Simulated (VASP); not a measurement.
The system is Ca3ZrN3.

```
CELL_PARAMETERS angstrom
2.88057 -3.38056 0.00000
2.88057 3.38056 0.00000
0.00000 0.00000 6.24831
ATOMIC_POSITIONS crystal
Ca 0.00000 0.50000 0.50000
Ca 0.50000 0.00000 0.50000
Ca 0.00000 0.00000 0.00000
Zr 0.50000 0.50000 0.00000
N 0.33820 0.33820 0.50000
N 0.66180 0.66180 0.50000
N 0.00000 0.00000 0.50000
```

The cell was built by a generator and needn't be a form met in nature.

```yaml
Program: VASP 6.6.1
Task: relaxation of cell and atoms
Functional: PBE
Potentials_or_basis: VASP PAW PBE potentials, release 64 (Ca_sv, Zr_sv, N)
Cutoff: 520 eV
k_mesh: 3 × 3 × 3
Occupations: gaussian, width 0.15 eV
Spin: no spin polarisation
```

At the start: pressure 32.4 GPa; volume 17.38 Å³/atom.

How do energy, volume and symmetry change on relaxing?

Over 21 steps the energy falls by 2283.2 meV/atom and the volume is 19.09 Å³/atom (+9.8 %); space group Cmmm (No. 65, to 0.05 Å).

Step by step:
```
step  energy change (eV)  largest force (eV/Å)  pressure (GPa)  volume (Å³)
   1              0.0000                4.8368           32.37       121.69
   2             -7.2428                2.3916          -14.44       186.39
   3             -8.4970                2.0205           -7.73       162.39
   4             -8.4987                2.0754           -7.12       160.98
   5            -11.6682                2.8481           -6.89       146.66
   6            -14.6833                4.3345            7.90       124.94
   7            -14.6728                0.9158            1.90       129.82
   8            -14.7581                2.5194            4.61       127.32
   9            -15.2943                0.4786            7.02       126.55
  10            -15.4771                0.2416            5.43       127.11
  11            -15.7423                1.6907           -1.97       135.98
  12            -15.7452                1.5397           -1.55       135.14
  13            -15.9153                0.0451           -1.38       136.18
  14            -15.9270                0.5701           -1.38       136.45
  15            -15.9796                0.1122           -0.28       134.16
  16            -15.9806                0.2082           -0.20       133.86
  17            -15.9809                0.2201           -0.40       133.74
  18            -15.9798                0.3164            0.00       133.49
  19            -15.9804                0.2654           -0.02       133.63
  20            -15.9794                0.4267            0.30       133.58
  21            -15.9821                0.0219            0.08       133.60
```

Final structure:
```yaml
crystal:
  lattice:
    - [3.94273, -3.85371, 0.00000]
    - [3.94273, 3.85371, 0.00000]
    - [0.00000, 0.00000, 4.39659]
  atoms:
    - { symbol: Ca, position: [0.00000, 0.50000, 0.50000] }
    - { symbol: Ca, position: [0.50000, 0.00000, 0.50000] }
    - { symbol: Ca, position: [0.00000, 0.00000, 0.00000] }
    - { symbol: Zr, position: [0.50000, 0.50000, 0.00000] }
    - { symbol: N, position: [0.41119, 0.41119, 0.50000] }
    - { symbol: N, position: [0.58881, 0.58881, 0.50000] }
    - { symbol: N, position: [0.00000, 0.00000, 0.50000] }
```

Caveat: the k mesh is coarse (spacing up to 0.48 Å⁻¹), so the values aren't converged.
